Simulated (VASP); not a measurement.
VASP runs on CoAl (CsCl type) share one base input (PBE GGA, plane waves, VASP's PBE PAW potentials (set 64)) and change the settings named in each case.

### POSCAR
```
CoAl
1.0
  2.9172000000   0.0000000000   0.0000000000
  0.0000000000   2.9172000000   0.0000000000
  0.0000000000   0.0000000000   2.9172000000
Al Co
1 1
direct
  0.5000000000   0.5000000000   0.5000000000
  0.0000000000   0.0000000000   0.0000000000
```

KPOINTS:
```
Automatic mesh
0
Gamma
11 11 11
0 0 0
```

### INCAR
```
! general
SYSTEM =CoAl
PREC   =Accurate
ENCUT  =400
LREAL  =.FALSE.
LASPH  =.TRUE.

! electronic loop
EDIFF  =1E-6
NELM   =100
ALGO   =Normal
LMAXMIX=4

! smearing
ISMEAR =1
SIGMA  =0.1

! functional
GGA    =PE

! ions
ISIF   =2

! output
LWAVE  =.FALSE.
LCHARG =.FALSE.
```

POTCAR, in this order: Al Co (PBE.64 set). Program: vasp_std.

| change | E(σ→0) (eV/atom) | pressure (GPa) | −TS (eV) |
|---|---|---|---|
| base run | -5.9642 | -10.82 | -0.0002 |
| LDAU = .TRUE., LDAUJ = 0 0, LDAUL = -1 2, LDAUTYPE = 2, LDAUU = 0 1.0 | -5.5169 | -12.04 | -0.0002 |
| LDAU = .TRUE., LDAUJ = 0 0, LDAUL = -1 2, LDAUTYPE = 2, LDAUU = 0 2.0 | -5.0772 | -13.20 | 0.0001 |
| LDAU = .TRUE., LDAUJ = 0 0, LDAUL = -1 2, LDAUTYPE = 2, LDAUU = 0 3.0 | -4.6454 | -14.31 | 0.0005 |
| LDAU = .TRUE., LDAUJ = 0 0, LDAUL = -1 2, LDAUTYPE = 2, LDAUU = 0 4.0 | -4.2220 | -15.47 | 0.0006 |
| LDAU = .TRUE., LDAUJ = 0 0, LDAUL = -1 2, LDAUTYPE = 2, LDAUU = 0 5.0 | -3.8074 | -16.48 | 0.0005 |
| LDAU = .TRUE., LDAUJ = 0 0, LDAUL = -1 2, LDAUTYPE = 2, LDAUU = 0 6.0 | -3.4017 | -17.27 | 0.0002 |
| LDAU = .TRUE., LDAUJ = 0 0, LDAUL = -1 2, LDAUTYPE = 2, LDAUU = 0 8.0 | -2.6197 | -19.06 | -0.0001 |
| LDAU = .TRUE., LDAUJ = 0 0, LDAUL = -1 2, LDAUTYPE = 2, LDAUU = 0 5.0, LMAXMIX = 2 | -3.8074 | -15.98 | 0.0005 |
 Energies of different potentials or functionals have different zeros.

Left out are runs that ran out of time, are held back, or changed the cell or the kind of run, fixed moments of cells without a moment, rows past the twelfth, gaps on odd meshes, pressures of charged cells and columns that move by less than the noise.

The compound is CoAl in the CsCl type structure. The cell was not relaxed at this level. The run is not spin-polarised, so no magnetic state was tried.
